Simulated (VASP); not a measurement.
Method: PBEsol GGA, VASP's PBE PAW potentials (set 64) (plane waves; VASP).

The input files of a VASP run:

**INCAR**
```
ALGO  =  Normal
EDIFF  =  1E-7
ENCUT  =  520
GGA  =  PS
ICHARG  =  11
ISMEAR  =  0
LASPH  =  T
LCHARG  =  F
LMAXMIX  =  6
LORBIT  =  11
LREAL  =  F
LWAVE  =  F
NELM  =  100
PREC  =  Accurate
SIGMA  =  0.05
SYSTEM  =  Hf
```

KPOINTS:
```
k-points along high-symmetry lines
10
Line-mode
Reciprocal
  0.000000   0.000000   0.000000 ! GAMMA
  0.000000   0.500000   0.000000 ! M

  0.000000   0.500000   0.000000 ! M
 -0.333333   0.666667   0.000000 ! K

 -0.333333   0.666667   0.000000 ! K
  0.000000   0.000000   0.000000 ! GAMMA

  0.000000   0.000000   0.000000 ! GAMMA
  0.000000   0.000000   0.500000 ! A

  0.000000   0.000000   0.500000 ! A
  0.000000   0.500000   0.500000 ! L

  0.000000   0.500000   0.500000 ! L
 -0.333333   0.666667   0.500000 ! H

 -0.333333   0.666667   0.500000 ! H
  0.000000   0.000000   0.500000 ! A

  0.000000   0.500000   0.500000 ! L
  0.000000   0.500000   0.000000 ! M

 -0.333333   0.666667   0.500000 ! H
 -0.333333   0.666667   0.000000 ! K
```

### POSCAR
```
Hf
1
    1.5788605882    -2.7346667199     0.0000000000
    1.5788605882     2.7346667199     0.0000000000
    0.0000000000     0.0000000000     4.9925004537
Hf
2
Direct
  0.3333330000   0.6666670000   0.2500000000
  0.6666670000   0.3333330000   0.7500000000
```

POTCAR, in this order: Hf_pv (PBE.64 set). Program: vasp_std. Read from the step before: CHGCAR.

The resulting files:

### OUTCAR
```
 ion  position               nearest neighbor table
   1  0.333  0.667  0.250-   2 3.09   2 3.09   2 3.09   2 3.09   2 3.09   2 3.09
   2  0.667  0.333  0.750-   1 3.09   1 3.09   1 3.09   1 3.09   1 3.09   1 3.09
  LATTYP: Found a hexagonal cell.
 ALAT       =     3.1577211444
 C/A-ratio  =     1.5810453885
 Subroutine PRICEL returns:
 Original cell was already a primitive cell.
 Subroutine GETGRP returns: Found 24 space group operations
The static configuration has the point symmetry D_3d.
 The point group associated with its full space group is D_6h.
The dynamic configuration has the point symmetry D_3d.
 Subroutine INISYM returns: Found 24 space group operations
   k-points           NKPTS =     90   k-points in BZ     NKDIM =     90   number of bands    NBANDS=     14
   number of dos      NEDOS =    301   number of ions     NIONS =      2
   total plane-waves  NPLWV =  23040
   dimension x,y,z NGX =    24 NGY =   24 NGZ =   40
   dimension x,y,z NGXF=    48 NGYF=   48 NGZF=   80
   ions per type =               2
   PREC   = accura    normal or accurate (medium, high low for compatibility)
   ISTART =      0    job   : 0-new  1-cont  2-samecut
   ICHARG =     11    charge: 1-file 2-atom 10-const
   ISPIN  =      1    spin polarized calculation?
   LNONCOLLINEAR =      F non collinear calculations
   LSORBIT =      F    spin-orbit coupling
...
```

OSZICAR:
```
       N       E                     dE             d eps       ncg     rms          rms(c)
DAV:   1     0.493594965572E+02    0.49359E+02   -0.11981E+04  2536   0.137E+03
DAV:   2    -0.188084677164E+02   -0.68168E+02   -0.66807E+02  3114   0.274E+02
DAV:   3    -0.209966520237E+02   -0.21882E+01   -0.21133E+01  3414   0.319E+01
DAV:   4    -0.210191533764E+02   -0.22501E-01   -0.22468E-01  2946   0.400E+00
DAV:   5    -0.210195587988E+02   -0.40542E-03   -0.40531E-03  3478   0.416E-01
DAV:   6    -0.210195665680E+02   -0.77693E-05   -0.77692E-05  3100   0.548E-02
DAV:   7    -0.210195668473E+02   -0.27925E-06   -0.27959E-06  3344   0.761E-03
DAV:   8    -0.210195668574E+02   -0.10081E-07   -0.99658E-08  2678   0.136E-03
   1 F= -.21019567E+02 E0= -.21017805E+02  d E =-.352316E-02
```

OUTCAR:
```
 val. band max:        5.1379422977   @ k =  -0.3333   0.6667   0.2222

 cond. band min:       5.1557780094   @ k =   0.0000   0.0000   0.5000



 k-point     1 :       0.0000    0.0000    0.0000
  band No.  band energies     occupation
      1     -25.9930      2.00000
      2     -25.1448      2.00000
      3     -25.1448      2.00000
      4     -25.0032      2.00000
      5     -24.9995      2.00000
      6     -24.9995      2.00000
      7      -2.4962      2.00000
      8       1.1867      2.00000
      9       5.8293      0.00000
     10       6.1915      0.00000
     11       6.1915      0.00000
     12       6.4907      0.00000
     13       7.0557      0.00000
     14       7.0557      0.00000

 k-point     2 :       0.0000    0.0556    0.0000
  band No.  band energies     occupation
      1     -25.9839      2.00000
      2     -25.1645      2.00000
      3     -25.1514      2.00000
      4     -25.0204      2.00000
      5     -25.0074      2.00000
      6     -25.0020      2.00000
      7      -2.3979      2.00000
      8       1.2840      2.00000
      9       5.6874      0.00000
     10       5.8949      0.00000
     11       6.2839      0.00000
     12       6.7264      0.00000
     13       6.9480      0.00000
     14       7.1436      0.00000

 k-point     3 :       0.0000    0.1111    0.0000
  band No.  band energies     occupation
      1     -25.9570      2.00000
      2     -25.2213      2.00000
      3     -25.1702      2.00000
      4     -25.0799      2.00000
      5     -25.0200      2.00000
      6     -25.0097      2.00000
      7      -2.1095      2.00000
      8       1.5627      2.00000
      9       5.3038      0.00001
     10       5.4301      0.00000
     11       6.5589      0.00000
     12       6.6374      0.00000
     13       7.0841      0.00000
     14       7.2807      0.00000

 k-point     4 :       0.0000    0.1667    0.0000
  band No.  band energies     occupation
      1     -25.9140      2.00000
...
```

The density is held fixed in this step, so its total energy and stress have no physical meaning. Unless said otherwise, spin-orbit coupling is left out, though it shifts the bands of the heavy elements here.

The compound is Hf in the hcp structure. It was relaxed first.
